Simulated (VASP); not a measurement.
# MnS: magnetic orders, part 2 of 3

Aim: compare collinear orders of MnS. The start is a computed cell from the Materials Project.

VASP 6.6.1, plane waves and PAW; the level of theory is named at each step.

Still holding for the runs below: The magnetic state follows from one typed start and may not be the lowest.

So far, largest spin moment in the PAW sphere (μB): step 2 (magnetic order, start order fm, signs ++++) 4.46.

### Step 3. Magnetic order, start order AFM 1, signs +--+

This step: r2SCAN, spin-polarised, from moments of both signs; plane waves and PAW (Mn_pv, S) (VASP 6.6.1).

File INCAR:

```
SYSTEM = MnS
PREC = Accurate
ENCUT = 350
EDIFF = 1E-06
NELM = 150
ISMEAR = 0
SIGMA = 0.05
LREAL = .FALSE.
ALGO = Normal
METAGGA = R2SCAN
LASPH = .TRUE.
NBANDS = 52
ISPIN = 2
MAGMOM = 4 -4 -4 4 0 0 0 0
LMAXMIX = 4
LORBIT = 11
LWAVE = .FALSE.
LCHARG = .TRUE.
AMIX = 0.2
BMIX = 1E-04
AMIX_MAG = 0.8
BMIX_MAG = 1E-04
```

File POSCAR:

```
MnS
1.0
    3.6599920276      2.1130973824      5.9418405554
   -3.6599920276      2.1130973824      5.9418405554
    0.0000000000     -2.1130973823      2.9709202777
Mn S
4 4
Direct
    0.0000000000      0.0000000000      0.0000000000
    0.0000000000      0.5000000000      0.0000000000
    0.5000000000      0.0000000000      0.0000000000
    0.5000000000      0.5000000000      0.0000000000
    0.2500000000      0.2500000000      0.5000000000
    0.2500000000      0.7500000000      0.5000000000
    0.7500000000      0.2500000000      0.5000000000
    0.7500000000      0.7500000000      0.5000000000
```

File KPOINTS:

```
Automatic mesh
0
Gamma
3 3 6
0 0 0
```

Potentials, in the order of the species: Mn_pv and S (PBE family, release 64).

Run with:

```sh
$ mpirun -np 1 vasp_std
```

The program printed:

```text
[banner, memory and clock lines left out]
running    1 mpi-ranks, on    1 nodes
 distrk:  each k-point on    1 cores,    1 groups
 distr:  one band on    1 cores,    1 groups

 POSCAR found type information on POSCAR MnS
 POSCAR found :  2 types and       8 ions
 [... a notice as in an earlier step ...]

 LDA part: xc-table for (None), standard interpolation
 [... a notice as in an earlier step ...]

 POSCAR, INCAR and KPOINTS ok, starting setup
 FFT: planning ... GRIDC
 FFT: planning ... GRID_SOFT
 FFT: planning ... GRID
 WAVECAR not read
 entering main loop
       N       E                     dE             d eps       ncg     rms          rms(c)
DAV:   1     0.713706275723E+03    0.71371E+03   -0.33946E+04  4776   0.126E+03
DAV:   2    -0.389138172753E+02   -0.75262E+03   -0.71444E+03  4248   0.408E+02
DAV:   3    -0.113855154252E+03   -0.74941E+02   -0.72515E+02  5092   0.132E+02
DAV:   4    -0.116904956713E+03   -0.30498E+01   -0.30233E+01  5008   0.248E+01
DAV:   5    -0.116969794257E+03   -0.64838E-01   -0.64751E-01  5044   0.419E+00    0.238E+01
DAV:   6    -0.991714588883E+02    0.17798E+02   -0.28966E+01  4760   0.367E+01    0.258E+01
DAV:   7    -0.995399010673E+02   -0.36844E+00   -0.28885E+00  5008   0.820E+00    0.213E+01
DAV:   8    -0.996063199114E+02   -0.66419E-01   -0.51407E-01  4756   0.380E+00    0.138E+01
DAV:   9    -0.996150542028E+02   -0.87343E-02   -0.46518E-01  4568   0.327E+00    0.330E+00
DAV:  10    -0.996216710601E+02   -0.66169E-02   -0.41077E-02  4408   0.153E+00    0.120E+00
DAV:  11    -0.996130198806E+02    0.86512E-02   -0.22753E-02  4640   0.558E-01    0.462E-01
DAV:  12    -0.996133025017E+02   -0.28262E-03   -0.47896E-03  4804   0.429E-01    0.182E-01
DAV:  13    -0.996137107168E+02   -0.40822E-03   -0.19977E-04  4680   0.899E-02    0.132E-01
DAV:  14    -0.996139491773E+02   -0.23846E-03   -0.23708E-04  4492   0.642E-02    0.719E-02
DAV:  15    -0.996141376826E+02   -0.18851E-03   -0.18234E-05  4512   0.274E-02    0.137E-02
DAV:  16    -0.996141375534E+02    0.12919E-06   -0.56233E-06  4096   0.159E-02
   1 F= -.99614138E+02 E0= -.99614111E+02  d E =-.525200E-04  mag=    -0.0000
```

Run time: 4.9 min. Hardware: 1 MPI rank of Intel Xeon 6975P-C (Granite Rapids), shared host; peak memory 0.33 GiB.

From OUTCAR (step 3):

```text
The static configuration has the point symmetry C_2h.

 Found     20 irreducible k-points:

   NELECT =      76.0000    total number of electrons

 E-fermi :   7.1310

 spin component 1
 k-point     1 :       0.0000    0.0000    0.0000
  band No.  band energies     occupation
    ...
     34       5.0004      1.00000
     35       5.0020      1.00000
     36       5.0538      1.00000
     37       6.7585      1.00000
     38       7.0358      0.99646
     39       7.2400      0.00103
     40       8.1959      0.00000
     41       8.3068      0.00000
     42       8.6521      0.00000
     43       8.6629      0.00000
    ...

 k-point     2 :       0.3333    0.0000   -0.0000
  band No.  band energies     occupation
    ...
     34       4.1455      1.00000
     35       5.2549      1.00000
     36       5.3864      1.00000
     37       6.1600      1.00000
     38       6.2769      1.00000
     39       7.7889      0.00000
     40       8.6381      0.00000
     41       8.7153      0.00000
     42       8.7326      0.00000
     43       8.8738      0.00000
    ...

 k-point     3 :       0.3333    0.3333   -0.0000
  band No.  band energies     occupation
    ...
     34       4.8034      1.00000
     35       4.8357      1.00000
     36       4.9224      1.00000
     37       4.9595      1.00000
     38       6.8770      1.00000
     39       7.2292      0.00275
     40       8.1914      0.00000
     41       8.9145      0.00000
     42       9.0391      0.00000
     43       9.0467      0.00000
    ...

 k-point     4 :      -0.3333    0.3333    0.0000
  band No.  band energies     occupation
    ...
     34       4.5619      1.00000
     35       4.5677      1.00000
     36       4.8223      1.00000
     37       5.9882      1.00000
     38       6.3363      1.00000
     39       7.7888      0.00000
     40       8.6481      0.00000
     41       8.7419      0.00000
     42       8.7469      0.00000
     43       8.7994      0.00000
    ...

  Total        1.1973013      1.2799980      1.6435552      0.0000000      0.0327352      0.0000000
  in kB       13.9146446     14.8757197     19.1008621      0.0000000      0.3804377      0.0000000
  external PRESSURE =      15.9637421 kB  Pullay stress =       0.0000000 kB

 POSITION                                       TOTAL-FORCE (eV/Angst)
 -----------------------------------------------------------------------------------
      0.00000      0.00000      0.00000         0.000000      0.000000      0.000000
     -1.83000      1.05655      2.97092        -0.000000      0.000000     -0.000000
      1.83000      1.05655      2.97092        -0.000000     -0.000000      0.000000
      0.00000      2.11310      5.94184        -0.000000     -0.000000     -0.000000
      0.00000      0.00000      4.45638        -0.000000     -0.000000      0.000000
     -1.83000      1.05655      7.42730        -0.000000     -0.000000      0.000000
      1.83000      1.05655      7.42730        -0.000000     -0.000000      0.000000
      0.00000      2.11310     10.39822         0.000000     -0.000000      0.000000
 -----------------------------------------------------------------------------------
    total drift:                               -0.000000     -0.000000      0.000000

  FREE ENERGIE OF THE ION-ELECTRON SYSTEM (eV)
  ---------------------------------------------------
  free  energy   TOTEN  =       -99.6141375534 eV

  energy  without entropy=      -99.6140850335  energy(sigma->0) =      -99.61411129

 total charge
# of ion       s       p       d       tot
------------------------------------------
    1        0.225   6.169   4.902  11.296
    2        0.225   6.169   4.902  11.296
    3        0.225   6.169   4.902  11.296
    4        0.225   6.169   4.902  11.296
    5        1.309   2.487   0.000   3.796
    6        1.309   2.487   0.000   3.796
    7        1.309   2.487   0.000   3.796
    8        1.309   2.487   0.000   3.796
--------------------------------------------------
tot          6.136  34.623  19.610  60.369

 magnetization (x)
# of ion       s       p       d       tot
------------------------------------------
    1        0.040   0.037   4.371   4.449
    2       -0.040  -0.037  -4.371  -4.449
    3       -0.040  -0.037  -4.371  -4.449
    4        0.040   0.037   4.371   4.449
    5       -0.010  -0.039   0.000  -0.049
    6        0.010   0.039   0.000   0.049
    7        0.010   0.039   0.000   0.049
    8       -0.010  -0.039   0.000  -0.049
--------------------------------------------------
tot          0.000   0.000   0.000   0.000

[... 8 parts as in an earlier step ...]

[... 4 further parts left out ...]
```

The gap is read on the k-mesh alone, so it is an upper bound where the band edges lie off the mesh.

A gap read on the k-mesh alone can miss the band edges.

Numbers from this step:

* electronic cycles: 16
* free energy (TOTEN): -99.6141 eV
* Fermi energy: 7.131 eV
* labelled metallic, from the levels on this mesh: no
* gap on the k-mesh: 0.1934 eV
* least direct gap on the k-mesh: 0.2042 eV

Spin moment in the PAW sphere by atom:

```csv
atom,spin moment in the PAW sphere (μB)
Mn1,4.45
Mn2,-4.45
Mn3,-4.45
Mn4,4.45
S5,-0.05
S6,0.05
S7,0.05
S8,-0.05
```

Spin density in the ab plane at fractional z = 0.000, with atoms of Mn within 0.2 Å of it.

Ten even steps from '0' (-6.1 e/Å³) to '9' (6.2 e/Å³), each cell a mean:
```
97554444420244444557
66554444443344444455
55554444444444444445
45544444444444444444
44444444444444444444
44444444444444444444
44444445555444444444
44444455555544444444
24444455677554444432
02444445699755444430
02444445579755444442
33444444556655444444
44444444455555444444
44444444444554444444
44444444444444444444
44444444444444444444
54444444444444444555
55444444444444445555
65544444322444445567
96554444300244444569
```
Columns run along a (7.3 Å), rows up along b (7.3 Å). Atoms in or near the plane, at fractional coordinates: Mn at (0.00, 0.00), Mn at (0.00, 0.50), Mn at (0.50, 0.00), Mn at (0.50, 0.50).

Valence density in the ab plane at fractional z = 0.000, with atoms of Mn within 0.2 Å of it. It is the smooth field of the valence electrons, not physical close to the nuclei.

Values in e/Å³, 11 rows by 16 columns, each cell a mean:
```
 9  5  1  0  0  0  0  4  9  5  1  0  0  0  0  4
 0  1  0  0  0  0  0  0  0  1  0  0  0  0  0  0
 0  0  0  0  0  0  0  0  0  0  0  0  0  0  0  0
 0  0  0  0  0  0  0  0  0  0  0  0  0  0  0  0
 4  1  0  0  0  0  2  6  4  1  0  0  0  0  2  6
14  5  0  0  0  0  1  9 14  5  0  0  0  0  1  9
 3  2  0  0  0  0  0  1  3  2  0  0  0  0  0  1
 0  0  0  0  0  0  0  0  0  0  0  0  0  0  0  0
 0  0  0  0  0  0  0  0  0  0  0  0  0  0  0  0
 1  0  0  0  0  0  1  2  1  0  0  0  0  0  1  2
11  3  0  0  0  0  2 11 11  2  0  0  0  0  2 11
```
Columns run along a (7.3 Å), rows up along b (7.3 Å). Atoms in or near the plane, at fractional coordinates: Mn at (0.00, 0.00), Mn at (0.00, 0.50), Mn at (0.50, 0.00), Mn at (0.50, 0.50).

The largest moment at the end is 4.45 μB, and the moments of the cell sum to 0.00 μB.

### Step 4. Magnetic order, start order AFM 2, signs ++--

Edit INCAR of step 3 so:

```diff
@@ -13,3 +13,3 @@
 ISPIN = 2
-MAGMOM = 4 -4 -4 4 0 0 0 0
+MAGMOM = 4 4 -4 -4 0 0 0 0
 LMAXMIX = 4
@@ -17,3 +17,3 @@
 LWAVE = .FALSE.
-LCHARG = .TRUE.
+LCHARG = .FALSE.
 AMIX = 0.2
```

POSCAR is that of step 3.

KPOINTS is that of step 3.

Run with:

```sh
$ mpirun -np 1 vasp_std
```

The program printed:

```text
[... set-up lines as in an earlier step ...]
 entering main loop
       N       E                     dE             d eps       ncg     rms          rms(c)
DAV:   1     0.710569560991E+03    0.71057E+03   -0.33949E+04  6664   0.125E+03
DAV:   2    -0.384122819985E+02   -0.74898E+03   -0.71094E+03  5984   0.407E+02
DAV:   3    -0.113676431518E+03   -0.75264E+02   -0.72751E+02  7200   0.132E+02
DAV:   4    -0.116844256701E+03   -0.31678E+01   -0.31474E+01  6924   0.252E+01
[...]
DAV:  19    -0.999858425925E+02   -0.17267E-05   -0.57246E-08  3120   0.127E-03    0.161E-03
DAV:  20    -0.999858397756E+02    0.28169E-05   -0.30556E-08  3060   0.823E-04    0.323E-04
DAV:  21    -0.999858394126E+02    0.36300E-06   -0.74948E-09  2984   0.406E-04
   1 F= -.99985839E+02 E0= -.99985839E+02  d E =-.100993E-17  mag=    -0.0000
```

Run time: 8.4 min. Hardware: 1 MPI rank; peak memory 0.37 GiB.

From OUTCAR (step 4):

```text
  Total       -0.4855838     -0.2863057      0.1992663     -0.1725799     -0.0797116     -0.1380667
  in kB       -5.6432960     -3.3273513      2.3158074     -2.0056670     -0.9263826     -1.6045657
  external PRESSURE =      -2.2182800 kB  Pullay stress =       0.0000000 kB

 POSITION                                       TOTAL-FORCE (eV/Angst)
 -----------------------------------------------------------------------------------
      0.00000      0.00000      0.00000         0.000000      0.000000      0.000000
     -1.83000      1.05655      2.97092         0.000000     -0.000000      0.000000
      1.83000      1.05655      2.97092        -0.000000      0.000000     -0.000000
      0.00000      2.11310      5.94184         0.000000     -0.000000      0.000000
      0.00000      0.00000      4.45638         0.000000     -0.000000     -0.000000
     -1.83000      1.05655      7.42730        -0.000000     -0.000000     -0.000000
      1.83000      1.05655      7.42730        -0.000000     -0.000000     -0.000000
      0.00000      2.11310     10.39822         0.000000     -0.000000     -0.000000
 -----------------------------------------------------------------------------------
    total drift:                               -0.000000     -0.000000      0.000000

  FREE ENERGIE OF THE ION-ELECTRON SYSTEM (eV)
  ---------------------------------------------------
  free  energy   TOTEN  =       -99.9858394126 eV

  energy  without entropy=      -99.9858394126  energy(sigma->0) =      -99.98583941

 magnetization (x)
# of ion       s       p       d       tot
------------------------------------------
    1        0.016   0.015   4.312   4.343
    2        0.016   0.015   4.312   4.343
    3       -0.016  -0.015  -4.312  -4.343
    4       -0.016  -0.015  -4.312  -4.343
    5        0.000   0.000   0.000   0.000
    6        0.000   0.000   0.000   0.000
    7        0.000   0.000   0.000   0.000
    8        0.000   0.000   0.000   0.000
--------------------------------------------------
tot          0.000   0.000   0.000   0.000

[... 1 part as in an earlier step ...]

[... 2 further parts left out ...]
[key lines of the parts left out:]
E-fermi :   6.3430
```

The largest moment at the end is 4.34 μB, and the moments of the cell sum to 0.00 μB.

### Step 5. Magnetic order, start order ferri 3, signs +++-

Edit INCAR of step 4 so:

```diff
@@ -13,3 +13,3 @@
 ISPIN = 2
-MAGMOM = 4 4 -4 -4 0 0 0 0
+MAGMOM = 4 4 4 -4 0 0 0 0
 LMAXMIX = 4
```

POSCAR is that of step 4.

KPOINTS is that of step 4.

Run with:

```sh
$ mpirun -np 1 vasp_std
```

The program printed:

```text
[... set-up lines as in an earlier step ...]
 entering main loop
       N       E                     dE             d eps       ncg     rms          rms(c)
DAV:   1     0.714446961568E+03    0.71445E+03   -0.34030E+04  4776   0.126E+03
DAV:   2    -0.387090175703E+02   -0.75316E+03   -0.71505E+03  4248   0.407E+02
DAV:   3    -0.113622681618E+03   -0.74914E+02   -0.72324E+02  5092   0.131E+02
DAV:   4    -0.116737805665E+03   -0.31151E+01   -0.30935E+01  4988   0.251E+01
[...]
DAV:  17    -0.997703147254E+02    0.12385E-04   -0.26608E-06  3948   0.821E-03    0.403E-03
DAV:  18    -0.997703124031E+02    0.23223E-05   -0.36800E-07  2252   0.298E-03    0.254E-03
DAV:  19    -0.997703118186E+02    0.58453E-06   -0.93054E-08  2248   0.154E-03
   1 F= -.99770312E+02 E0= -.99770134E+02  d E =-.354671E-03  mag=     9.9939
```

Elapsed: 5.7 min, on 1 MPI rank; peak memory 0.34 GiB.

OUTCAR, selected parts (step 5):

```text
  Total        0.5954458      0.6910837      1.1455581      0.0000000     -0.0514894      0.0000000
  in kB        6.9200766      8.0315488     13.3133022      0.0000000     -0.5983926      0.0000000
  external PRESSURE =       9.4216425 kB  Pullay stress =       0.0000000 kB

 POSITION                                       TOTAL-FORCE (eV/Angst)
 -----------------------------------------------------------------------------------
      0.00000      0.00000      0.00000        -0.000000     -0.000000     -0.000000
     -1.83000      1.05655      2.97092        -0.000000     -0.000000     -0.000000
      1.83000      1.05655      2.97092        -0.000000     -0.000000     -0.000000
      0.00000      2.11310      5.94184         0.000000     -0.000000     -0.000000
      0.00000      0.00000      4.45638         0.000000     -0.003334     -0.004369
     -1.83000      1.05655      7.42730         0.032319     -0.000000     -0.000000
      1.83000      1.05655      7.42730        -0.032319     -0.000000     -0.000000
      0.00000      2.11310     10.39822         0.000000      0.003334      0.004369
 -----------------------------------------------------------------------------------
    total drift:                               -0.000000     -0.000000      0.000000

  FREE ENERGIE OF THE ION-ELECTRON SYSTEM (eV)
  ---------------------------------------------------
  free  energy   TOTEN  =       -99.7703118186 eV

  energy  without entropy=      -99.7699571471  energy(sigma->0) =      -99.77013448

 magnetization (x)
# of ion       s       p       d       tot
------------------------------------------
    1        0.022   0.015   4.325   4.363
    2        0.046   0.038   4.387   4.471
    3        0.046   0.038   4.387   4.471
    4       -0.011  -0.014  -4.287  -4.311
    5        0.020   0.077   0.000   0.097
    6        0.010   0.038   0.000   0.048
    7        0.010   0.038   0.000   0.048
    8        0.020   0.077   0.000   0.097
--------------------------------------------------
tot          0.165   0.307   8.813   9.285

[... 2 parts as in an earlier step ...]

[... 1 further part left out ...]
[key lines of the parts left out:]
E-fermi :   7.0486
```

The gap is under twice the smearing width, so the edge states are partly filled and the run can't tell a small gap from a semimetal.

Spin moment in the PAW sphere by atom:

```csv
atom,spin moment in the PAW sphere (μB)
Mn1,4.36
Mn2,4.47
Mn3,4.47
Mn4,-4.31
S5,0.10
S6,0.05
S7,0.05
S8,0.10
```

The largest moment at the end is 4.47 μB, and the moments of the cell sum to 9.99 μB.

### Step 6. The series together

Times are for 1 MPI rank of Intel Xeon 6975P-C (Granite Rapids), shared host. The runs compared:

```csv
no.,start order,energy at zero smearing less the lowest (eV),"moment of the cell, from the last line of the log (μB)",time,memory (GiB)
1,fm,0.4908,19.70,6.6 min,0.33
2,afm 1,0.3717,0,4.9 min,0.33
3,afm 2,0,0,8.4 min,0.37
4,ferri 3,0.2157,9.994,5.7 min,0.34
```

(Continued in part 3 of 3.)

[Lines on the potential files, build, host, timing and source positions are cut from VASP's logs without a mark.]

[Logs are printed without paths, hosts, clocks, repeated set-up lines and the standing remarks that a program may print on its own settings, such as how far it seeks lower states.]

[Hosts, paths, dates, database ids (printed as entryN), source tags and the programs' standing remarks are cut or masked in the printed files.]

[In band tables of VASP the shares of atoms and orbitals are scaled to a sum of 1 inside the atoms' spheres.]

[Runs that stopped without an error message from VASP are left out.]
